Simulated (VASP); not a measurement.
The system is PbSe.

```
Pb Se
1.0
     0.00000    3.06065    3.06065
     3.06065    0.00000    3.06065
     3.06065    3.06065    0.00000
Pb Se
1 1
Direct
  0.00000 0.00000 0.00000
  0.50000 0.50000 0.50000
```

```yaml
Program: VASP 6.6.1
Task: relaxation of cell and atoms
Functional: PBE
Potentials_or_basis: VASP PAW PBE potentials, release 64 (Pb_d, Se)
Cutoff: 600 eV
k_mesh: 10 × 10 × 10
Occupations: gaussian, width 0.03 eV
Spin: no spin polarisation
```

At the start: pressure 2.4 GPa; volume 28.67 Å³/atom.

Where does the relaxation end?

Over 3 steps the energy falls by 10.1 meV/atom and the volume is 30.05 Å³/atom (+4.8 %); space group Fm-3m (No. 225, to 0.05 Å).

The path:
```tsv
step	energy change (eV)	largest force (eV/Å)	pressure (GPa)	volume (Å³)
1	0.0000	0.0000	2.45	57.34
2	-0.0182	0.0000	-0.71	61.05
3	-0.0203	0.0000	0.02	60.11
```

Final structure:
```
CELL_PARAMETERS angstrom
0.00000 3.10905 3.10905
3.10905 0.00000 3.10905
3.10905 3.10905 0.00000
ATOMIC_POSITIONS crystal
Pb 0.00000 0.00000 0.00000
Se 0.50000 0.50000 0.50000
```
